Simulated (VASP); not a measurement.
# How biaxial strain in the (001) plane changes AlRh (Pm-3m)

How do stress and energy of AlRh follow biaxial strain in the (001) plane?

Main program and level: VASP 6.6.1; PBEsol; plane waves and PAW (Rh_pv, Al); cell typed or built by script, in the first sound run; inputs show where later runs differ.

## 1. The starting structure

The structure is cubic, space group Pm-3m (No. 221). Conventional cell: a = 2.970 Å, b = 2.970 Å, c = 2.970 Å, α = 90.00°, β = 90.00°, γ = 90.00°. Nearest to Rh lie 8 Al at 2.57 Å. Nearest to Al lie 8 Rh at 2.57 Å. Farther neighbours are not listed.

Coordinates:

```cif
data_structure
_symmetry_space_group_name_H-M 'P 1'
_symmetry_Int_Tables_number 1
_cell_length_a 2.9700
_cell_length_b 2.9700
_cell_length_c 2.9700
_cell_angle_alpha 90.000
_cell_angle_beta 90.000
_cell_angle_gamma 90.000
_cell_volume 26.20
loop_
_atom_site_label
_atom_site_type_symbol
_atom_site_fract_x
_atom_site_fract_y
_atom_site_fract_z
_atom_site_occupancy
Rh1 Rh 0.00000 0.00000 0.00000 1
Al2 Al 0.50000 0.50000 0.50000 1
```

## 2. Relax the crystal, PBEsol

The series starts from the cell that this level prefers, so that zero strain is near zero stress.

Level: PBEsol; plane waves and PAW (Rh_pv, Al); cell typed or built by script.

Contents of INCAR:

```
SYSTEM = AlRh
PREC = Accurate
ENCUT = 450
EDIFF = 1E-07
NELM = 120
ISMEAR = 1
SIGMA = 0.15
LREAL = .FALSE.
ALGO = Normal
GGA = PS
NBANDS = 15
LASPH = .TRUE.
LORBIT = 11
LWAVE = .FALSE.
LCHARG = .FALSE.
KPAR = 8
IBRION = 2
NSW = 40
ISIF = 3
EDIFFG = -0.005
POTIM = 0.4
```

Contents of POSCAR:

```
AlRh
1.0
    2.9700000000      0.0000000000      0.0000000000
    0.0000000000      2.9700000000      0.0000000000
    0.0000000000      0.0000000000      2.9700000000
Rh Al
1 1
Direct
    0.0000000000      0.0000000000      0.0000000000
    0.5000000000      0.5000000000      0.5000000000
```

Contents of KPOINTS:

```
Automatic mesh
0
Gamma
17 17 17
0 0 0
```

Potentials, in the order of the species: Rh_pv and Al (PBE family, release 64).

Launch:

```
$ mpirun -np 8 vasp_std
```

Log:

```text
[banner, memory and clock lines left out]
running    8 mpi-ranks, on    1 nodes
[...]
|                                                                             |
|           W    W    AA    RRRRR   N    N  II  N    N   GGGG   !!!           |
|           W    W   A  A   R    R  NN   N  II  NN   N  G    G  !!!           |
|           W    W  A    A  R    R  N N  N  II  N N  N  G       !!!           |
|           W WW W  AAAAAA  RRRRR   N  N N  II  N  N N  G  GGG   !            |
|           WW  WW  A    A  R   R   N   NN  II  N   NN  G    G                |
|           W    W  A    A  R    R  N    N  II  N    N   GGGG   !!!           |
|                                                                             |
|     For optimal performance we recommend to set                             |
|       NCORE = 2 up to number-of-cores-per-socket                            |
|     NCORE specifies how many cores store one orbital (NPAR=cpu/NCORE).      |
|     This setting can greatly improve the performance of VASP for DFT.       |
[...]
DAV:   6    -0.144090395529E+02    0.23977E-06   -0.53847E-07  5769   0.812E-03    0.109E-03
DAV:   7    -0.144090394779E+02    0.74987E-07   -0.14317E-08  2874   0.126E-03
   2 F= -.14409039E+02 E0= -.14409218E+02  d E =0.941629E-05
 trial-energy change:    0.000009  1 .order    0.000005   -0.000277    0.000286
 step:   0.4790(harm=  0.4918)  dis= 0.00000  next Energy=   -14.409115 (dE=-0.658E-04)
[...]
N       E                     dE             d eps       ncg     rms          rms(c)
DAV:   1    -0.144111197709E+02   -0.20802E-02   -0.21867E-02  4950   0.194E+00    0.359E-01
DAV:   2    -0.144094876820E+02    0.16321E-02   -0.95212E-03  4978   0.118E+00    0.154E-01
DAV:   3    -0.144091220734E+02    0.36561E-03   -0.80690E-04  5006   0.353E-01    0.293E-02
DAV:   4    -0.144091139492E+02    0.81242E-05   -0.39594E-05  5566   0.429E-02    0.578E-03
DAV:   5    -0.144091142868E+02   -0.33757E-06   -0.86387E-07  5573   0.808E-03    0.380E-03
DAV:   6    -0.144091146552E+02   -0.36846E-06   -0.13627E-07  4953   0.414E-03    0.545E-04
DAV:   7    -0.144091146983E+02   -0.43078E-07   -0.50805E-09  2552   0.744E-04
   3 F= -.14409115E+02 E0= -.14409286E+02  d E =-.658042E-04
[...]
reached required accuracy - stopping structural energy minimisation
```

Elapsed: 7.4 s, on 8 MPI ranks of Intel Xeon 6975P-C (Granite Rapids), shared host; peak memory 1.4 GiB; 54 s of CPU time.

Lines that name or quote the potential files are left out of all logs, and their timing lines are given in words.

Parts of OUTCAR (step 2):

```text
  Total        0.0011698      0.0011698      0.0011698      0.0000000      0.0000000      0.0000000
  in kB        0.0714039      0.0714039      0.0714039      0.0000000      0.0000000      0.0000000
  external PRESSURE =       0.0714039 kB  Pullay stress =       0.0000000 kB

 POSITION                                       TOTAL-FORCE (eV/Angst)
 -----------------------------------------------------------------------------------
      0.00000      0.00000      0.00000         0.000000      0.000000      0.000000
      1.48595      1.48595      1.48595        -0.000000     -0.000000      0.000000
 -----------------------------------------------------------------------------------
    total drift:                                0.000000      0.000000      0.000000

  FREE ENERGIE OF THE ION-ELECTRON SYSTEM (eV)
  ---------------------------------------------------
  free  energy   TOTEN  =       -14.4091146983 eV

  energy  without entropy=      -14.4096272774  energy(sigma->0) =      -14.40928556

 reached required accuracy - stopping structural energy minimisation

[... 3 further parts left out ...]
[key lines of the parts left out:]
E-fermi :  11.6700
```

Numbers from this step:

| Quantity | Value |
| --- | --- |
| energy(sigma→0) of the program | -14.4093 eV |
| stress, compression positive | xx, yy, zz 0.01, 0.01, 0.01 GPa |
| volume | 26.248 Å³ |
| ionic steps | 3 |

## 3. Strain along the normal, PBEsol

One member in full: the plane is strained by -1.5 %, and the strain along the normal is moved by secant steps until the normal stress is under 0.012 GPa or five steps are spent; the atoms relax at each step.

This step took 3 runs, each at a new trial strain with the atoms of the one before; the last is shown.

Level: PBEsol; plane waves and PAW (Rh_pv, Al); cell typed or built by script.

INCAR, as its differences from that of step 2:

```diff
@@ -15,7 +15,7 @@
 LCHARG = .FALSE.
-KPAR = 8
-IBRION = 2
-NSW = 40
-ISIF = 3
-EDIFFG = -0.005
-POTIM = 0.4
+KPAR = 2
+IBRION = 1
+NSW = 25
+ISIF = 2
+EDIFFG = -0.004
+POTIM = 0.3
```

Contents of POSCAR:

```
AlRh
1.0
    2.9273196510      0.0000000000      0.0000000000
    0.0000000000      2.9273196510      0.0000000000
    0.0000000000      0.0000000000      3.0241744310
Rh Al
1 1
Direct
    0.0000000000      0.0000000000      0.0000000000
    0.5000000000      0.5000000000      0.5000000000
```

KPOINTS is that of step 2.

Launch:

```
$ mpirun -np 2 vasp_std
```

Log:

```text
[banner, memory and clock lines left out]
running    2 mpi-ranks, on    1 nodes
[...]
[... a notice as in an earlier step ...]

 LDA part: xc-table for (Slater+PW92), standard interpolation
 POSCAR, INCAR and KPOINTS ok, starting setup
[...]
entering main loop
       N       E                     dE             d eps       ncg     rms          rms(c)
DAV:   1     0.116624444993E+03    0.11662E+03   -0.96619E+03 12411   0.107E+03
DAV:   2    -0.131383788414E+02   -0.12976E+03   -0.12496E+03 14243   0.312E+02
DAV:   3    -0.150395860995E+02   -0.19012E+01   -0.18979E+01 14341   0.409E+01
DAV:   4    -0.150539229356E+02   -0.14337E-01   -0.14336E-01 14600   0.374E+00
[...]
DAV:  11    -0.143960784211E+02    0.19188E-05   -0.28178E-06 14810   0.186E-02    0.594E-03
DAV:  12    -0.143960780544E+02    0.36673E-06   -0.94711E-08 10823   0.266E-03    0.619E-04
DAV:  13    -0.143960779711E+02    0.83319E-07   -0.93533E-09  7580   0.808E-04
   1 F= -.14396078E+02 E0= -.14395808E+02  d E =-.143961E+02
 BRION: g(F)=  0.000E+00 g(S)=  0.000E+00
 reached required accuracy - stopping structural energy minimisation
```

Run time: 18 s. Hardware: 2 MPI ranks; peak memory 0.44 GiB.

Parts of OUTCAR (step 3):

```text
  Total        0.7405858      0.7405858      0.0008869      0.0000000      0.0000000      0.0000000
  in kB       45.7866458     45.7866458      0.0548350      0.0000000      0.0000000      0.0000000
  external PRESSURE =      30.5427089 kB  Pullay stress =       0.0000000 kB

 POSITION                                       TOTAL-FORCE (eV/Angst)
 -----------------------------------------------------------------------------------
      0.00000      0.00000      0.00000         0.000000      0.000000      0.000000
      1.46366      1.46366      1.51209         0.000000      0.000000      0.000000
 -----------------------------------------------------------------------------------
    total drift:                                0.000000      0.000000      0.000000

  FREE ENERGIE OF THE ION-ELECTRON SYSTEM (eV)
  ---------------------------------------------------
  free  energy   TOTEN  =       -14.3960779711 eV

  energy  without entropy=      -14.3952674976  energy(sigma->0) =      -14.39580781

[... 1 part as in an earlier step ...]

[... 3 further parts left out ...]
[key lines of the parts left out:]
E-fermi :  11.8190
```

Read from the output:

| Property | Result |
| --- | --- |
| energy(sigma→0) of the program | -14.3958 eV |
| stress, compression positive | xx, yy, zz 4.58, 4.58, 0.01 GPa |
| ionic steps | 1 |

## 4. The whole series

The other members went through these steps as far as the tables show, with the same cutoff and, step by step, the same mesh; 24 runs are not shown. The session took 0.25 core hours (wall time by ranks) on a shared machine.

```csv
in-plane strain (%),strain along the normal (%),"in-plane stress, tension positive (GPa)","energy above the unstrained row, extrapolated to no smearing (meV/atom)"
-2.000,2.614,-5.465,10.870
-1.500,1.759,-4.579,6.762
-1.000,0.979,-3.533,3.296
-0.500,0.423,?,?
0,0.004,-0.006,0.000
0.500,-0.381,1.906,0.695
1.000,-0.754,3.741,2.942
1.500,-1.117,5.487,6.685
2.000,-1.467,7.170,11.860
```

## 5. Stress from the known rows

Fitting a parabola to the 8 known rows (e: strain in %) gives stress = 0.2041 e² + 3.293 e + 0.007902 in GPa; the residuals are 0.24 GPa r.m.s.

For the withheld row, e = -0.5, the fit gives -1.587 GPa.

## 6. The withheld row

The calculation gives -1.921 GPa, so the prediction is 0.334 GPa too high, within twice the residual of the fit.

Slopes at zero strain, from cubics through all rows: strain ratio -0.830, stress over strain 375 GPa.

## 7. Summary of results

* error of the predicted stress: 0.334 GPa
* ratio of normal to in-plane strain: -0.830
* biaxial modulus: 375 GPa

In words: As a check, the curvature of the energy gives 389 GPa for the same modulus (energy per volume = M × strain²), 4 % from the slope of the stress; these energies are extrapolated to no smearing, while the stress belongs to the free energy, so part of the difference may come from that. The energy also has a linear term worth 0.19 GPa that the stress column lacks, a mark of the finite basis or of the smearing. These are static values: temperature and zero-point motion are left out. In a metal the slopes also depend on mesh and smearing, which were held through the series.

[Lines on the potential files, build, host, timing and source positions are cut from VASP's logs without a mark.]

[Logs are printed without paths, hosts, clocks, repeated set-up lines and the standing remarks that a program may print on its own settings, such as how far it seeks lower states.]

[Hosts, paths, dates, database ids (printed as entryN), source tags and the programs' standing remarks are cut or masked in the printed files.]

[In band tables of VASP the shares of atoms and orbitals are scaled to a sum of 1 inside the atoms' spheres.]
